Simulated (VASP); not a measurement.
Calculation: PBE GGA, VASP's PBE PAW potentials (set 64) (plane waves; VASP 6.6.1).

The input files of a VASP run:

**KPOINTS**
```
Automatic mesh
0
Gamma
7 7 7
0 0 0
```

File POSCAR:
```
CdS
1
    0.0000000000     2.9100000000     2.9100000000
    2.9100000000     0.0000000000     2.9100000000
    2.9100000000     2.9100000000     0.0000000000
Cd S
1 1
Direct
  0.0000000000   0.0000000000   0.0000000000
  0.2500000000   0.2500000000   0.2500000000
```

**INCAR**
```
! general
SYSTEM =CdS
PREC   =Accurate
ENCUT  =400
LREAL  =.FALSE.
LASPH  =.TRUE.
ADDGRID=.TRUE.

! electronic loop
EDIFF  =1E-6
NELM   =100
ALGO   =Normal
LMAXMIX=4

! smearing
ISMEAR =0
SIGMA  =0.05

! functional
GGA    =PE

! ions
ISIF   =2

! output
LWAVE  =.FALSE.
LCHARG =.FALSE.
```

POTCAR, in this order: Cd S (PBE.64 set). Program: vasp_std.

**Question.** Estimate the energy per atom (σ→0), pressure, band gap (on the k-mesh).

**Answer.** 
| Item | Value |
|---|---|
| energy per atom (σ→0) | -3.055 eV/atom |
| band gap (on the k-mesh) | 1.16 eV |
| pressure | 3.25 GPa |

### OSZICAR
```
...
DAV:   8    -0.611066578947E+01   -0.16066E-03   -0.21799E-02   555   0.226E+00    0.320E-01
DAV:   9    -0.611045764061E+01    0.20815E-03   -0.29245E-03   605   0.925E-01    0.829E-02
DAV:  10    -0.611059886293E+01   -0.14122E-03   -0.29680E-04   545   0.186E-01    0.771E-02
DAV:  11    -0.611067370692E+01   -0.74844E-04   -0.11205E-04   533   0.122E-01    0.213E-02
DAV:  12    -0.611066661005E+01    0.70969E-05   -0.50690E-05   619   0.104E-01    0.877E-03
DAV:  13    -0.611066773766E+01   -0.11276E-05   -0.47744E-06   530   0.184E-02    0.530E-03
DAV:  14    -0.611066769814E+01    0.39524E-07   -0.12759E-07   320   0.319E-03
   1 F= -.61106677E+01 E0= -.61106677E+01  d E =-.339659E-12
```

The compound is CdS in the zinc blende structure, a metastable form; wurtzite is the usual one. The cell was not relaxed at this level. The run is one of a series of settings (ADDGRID = .TRUE. against the base run), some of them coarse on purpose.
